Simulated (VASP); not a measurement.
Here is the system:

```
TaAs
1.0
    1.67346    -4.79048     0.00000
    1.67346     4.79048     0.00000
    0.00000     0.00000     4.45088
As Ta
2 2
Cartesian
  1.67346  -1.17424   1.11272
  1.67346   1.17424   3.33816
  1.67346  -3.92908   1.11272
  1.67346   3.92908   3.33816
```

All values below come from r2SCAN meta-GGA, VASP's PBE PAW potentials (set 64) (plane waves; VASP 6.6.1). Settings: 400 eV cut-off, 11×11×8 Γ-centred mesh, tetrahedra with Blöchl corrections, potentials As Ta_pv.

Task: Give the energies of bands 9 to 19 at the high-symmetry points, in eV from the Fermi level.

Result: 
| band | Γ | Y | C0 | Z | A0 | T | S | R |
|---|---|---|---|---|---|---|---|---|
| 9 | -5.49 | -5.54 | -7.36 | -5.96 | -5.33 | -7.88 | -7.10 | -5.63 |
| 10 | -4.34 | -4.34 | -5.79 | -5.96 | -5.33 | -7.88 | -6.07 | -5.63 |
| 11 | -3.27 | -3.87 | -5.58 | -3.46 | -5.12 | -2.60 | -5.89 | -4.02 |
| 12 | -2.36 | -3.67 | -4.23 | -3.46 | -5.12 | -2.60 | -5.03 | -4.02 |
| 13 | -1.94 | -2.59 | -3.21 | -2.70 | -2.46 | -2.18 | -3.07 | -3.24 |
| 14 | -1.64 | -1.70 | -2.93 | -2.70 | -2.46 | -2.18 | -1.80 | -3.24 |
| 15 | -1.48 | -1.05 | -1.16 | -1.57 | -1.16 | -1.57 | -1.10 | -1.47 |
| 16 | -0.94 | -0.14 | 0.35 | -1.57 | -1.16 | -1.57 | 1.14 | -1.47 |
| 17 | 0.07 | -0.12 | 1.39 | 2.05 | 1.05 | 1.80 | 1.58 | 1.51 |
| 18 | 0.41 | -0.05 | 1.89 | 2.05 | 1.05 | 1.80 | 1.61 | 1.51 |
| 19 | 2.13 | 0.99 | 2.46 | 2.81 | 1.89 | 2.62 | 3.07 | 2.50 |

It has no gap at this level: it comes out as a metal or semimetal.

The structure was generated: TaAs was put into the CrB type (Cmcm), which need not be its known phase. It was relaxed first, which changed the volume by -32 %.
